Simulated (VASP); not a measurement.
A run of VASP 6.6.1 is set up as follows.

Contents of INCAR:

```
SYSTEM = W
PREC     = Accurate       ! precision mode
ENCUT    = 350            ! plane-wave cutoff, eV
EDIFF    = 1E-7           ! SCF threshold, eV
ISMEAR   = 0              ! smearing method
SIGMA    = 0.1            ! smearing width, eV
LREAL    = .FALSE.        ! projectors in reciprocal space
LASPH    = .TRUE.         ! aspherical terms in the spheres
NELM     = 100            ! most SCF steps
ALGO     = Fast           ! electronic algorithm
ISIF     = 3              ! what is computed and relaxed
LWAVE    = .FALSE.        ! write WAVECAR
LCHARG   = .FALSE.        ! write CHGCAR
GGA      = CA             ! functional
IBRION   = 2              ! ionic algorithm
NSW      = 80             ! ionic steps
EDIFFG   = -0.002         ! ionic threshold
```

KPOINTS

```
regular mesh
0
G
  10 10 10
  0 0 0
```

Contents of POSCAR:

```
W
1.0
   -1.5823450000      1.5823450000      1.5823450000
    1.5823450000     -1.5823450000      1.5823450000
    1.5823450000      1.5823450000     -1.5823450000
W
1
Direct
    0.0000000000      0.0000000000      0.0000000000
```

Potentials or basis: VASP PAW LDA potentials, release 64 (W_sv).

The run is started by

```bash
$ cat potpaw_LDA.64/W_sv/POTCAR > POTCAR
$ mpirun -np 1 vasp_std > vasp.out
```

Question: What does it give for the relaxed cell?

Answer: a = 2.721 Å, b = 2.721 Å, c = 2.721 Å, α = 109.47°, β = 109.47°, γ = 109.47°.

Question: Predict the space group after relaxing (to 0.05 Å).

Answer: Im-3m (No. 229).

Step by step:
```
step  energy change (eV)  largest force (eV/Å)  pressure (GPa)  volume (Å³)
   1              0.0000                0.0000           -6.99        15.85
   2              0.1069                0.0000           32.74        14.31
   3             -0.0074                0.0000           -0.19        15.53
   4             -0.0075                0.0000           -0.10        15.52
   5             -0.0075                0.0000            0.08        15.51
   6             -0.0074                0.0000           -0.25        15.52
   7             -0.0075                0.0000            0.00        15.51
```

Spin-orbit coupling is left out, which matters for the levels of W. Zero-point motion and thermal expansion aren't in these numbers.
